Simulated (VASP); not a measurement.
A VASP calculation is set up with these files.

KPOINTS:
```
Automatic
0
gamma
7 7 4
```

File POSCAR:
```
Rh2S3
6.0524610
  0.6417862089   0.0000000000   0.0000000000
 -0.3208931045   0.5558031683   0.0000000000
  0.0000000000   0.0000000000   1.0000000000
Rh S
2 3
Direct
  0.3333330000   0.6666670000   0.2467000000
  0.6666670000   0.3333330000   0.7533000000
  0.0000000000   0.0000000000   0.0000000000
  0.3333330000   0.6666670000   0.6470000000
  0.6666670000   0.3333330000   0.3530000000
```

### INCAR
```
SYSTEM = Rh2S3
PREC = Accurate
ENCUT = 300
EDIFF = 1E-6
NELM = 100
ALGO = Normal
LREAL = .FALSE.
LASPH = .TRUE.
ISMEAR = 0
SIGMA = 0.272
GGA = PE
LMAXMIX = 4
LWAVE = .FALSE.
LCHARG = .FALSE.
ISIF = 2
LSORBIT = .TRUE.
LNONCOLLINEAR = .TRUE.
MAGMOM = 0.0 0.0 0.0 0.0 0.0 0.0 0.0 0.0 0.0 0.0 0.0 0.0 0.0 0.0 0.0
GGA_COMPAT = .FALSE.
LORBIT = 11
```

POTCAR, in this order: Rh_pv S (PBE.64 set). Program: vasp_ncl.

Q: Write an equivalent input for Ansatz.

A: One equivalent input (not run):
Ansatz 0.2 input:
```yaml
crystal:
  lattice:
    - [3.8843860, 0.0000000, 0.0000000]
    - [-1.9421930, 3.3639770, 0.0000000]
    - [0.0000000, 0.0000000, 6.0524610]
  atoms:
    - { symbol: Rh, position: [0.3333330, 0.6666670, 0.2467000] }
    - { symbol: Rh, position: [0.6666670, 0.3333330, 0.7533000] }
    - { symbol: S, position: [0.0000000, 0.0000000, 0.0000000] }
    - { symbol: S, position: [0.3333330, 0.6666670, 0.6470000] }
    - { symbol: S, position: [0.6666670, 0.3333330, 0.3530000] }
kpoints:
  mp_grid: { grid: [7, 7, 4] }
hamiltonian:
  xc: pbe
  pseudopotentials: { kind: paw }
magnetization: { noncollinear: true, spin_orbit: true }
scf:
  occupations: { method: gaussian, width: 0.272 }
  max_iter: 100
output: { forces: true, stress: true, eigenvalues: true }
```
What does not carry over: each code has its own PAW files, so the cut-off isn't converted (ENCUT is set for VASP's; basis.ecutwfc is left out, and Ansatz then takes the one that its files recommend); Ansatz stops its SCF on the density residual and VASP on the energy change (EDIFF).

The structure was generated: Rh2S3 was put into an ordered model structure, which need not be its known phase. The cell was not relaxed at this level. The run is one of a series of settings (GGA_COMPAT = .FALSE., LNONCOLLINEAR = .TRUE., LSORBIT = .TRUE., MAGMOM = 0.0 0.0 0.0 0.0 0.0 0.0 0.0 0.0 0.0 0.0 0.0 0.0 0.0 0.0 0.0, program vasp_ncl against the base run), some of them coarse on purpose.
